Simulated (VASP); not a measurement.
Consider the following.

```yaml
crystal:
  lattice:
    - [-2.10286, 2.10286, 4.85264]
    - [2.10286, -2.10286, 4.85264]
    - [2.10286, 2.10286, -4.85264]
  atoms:
    - { symbol: Sr, position: [0.00000, 0.00000, 0.00000] }
    - { symbol: P, position: [0.61549, 0.61549, 0.00000] }
    - { symbol: P, position: [0.38451, 0.38451, 0.00000] }
    - { symbol: Pd, position: [0.75000, 0.25000, 0.50000] }
    - { symbol: Pd, position: [0.25000, 0.75000, 0.50000] }
```

These are PBEsol GGA, VASP's PBE PAW potentials (set 64) (plane waves; VASP) values and carry that method's errors. Run with 400 eV cut-off, 12×12×12 Γ-centred mesh, tetrahedra with Blöchl corrections, potentials Sr_sv P Pd.

The cores are frozen, which limits the accuracy of field gradients.

Problem. Give the principal components of the electric field gradient (V/Å²) and the asymmetry η at each nucleus.

Solution. 
```tsv
atom	Vxx	Vyy	Vzz	η
Sr1	7.8	7.8	-15.5	0.00
P2	-24.5	-24.5	49.0	0.00
P3	-24.5	-24.5	49.0	0.00
Pd4	-11.0	-11.0	22.1	0.00
Pd5	-11.0	-11.0	22.1	0.00
```

The structure comes from a computed database's Pd2SrP2 entry (I4/mmm); how it stands against other phases isn't given here. It was relaxed first.
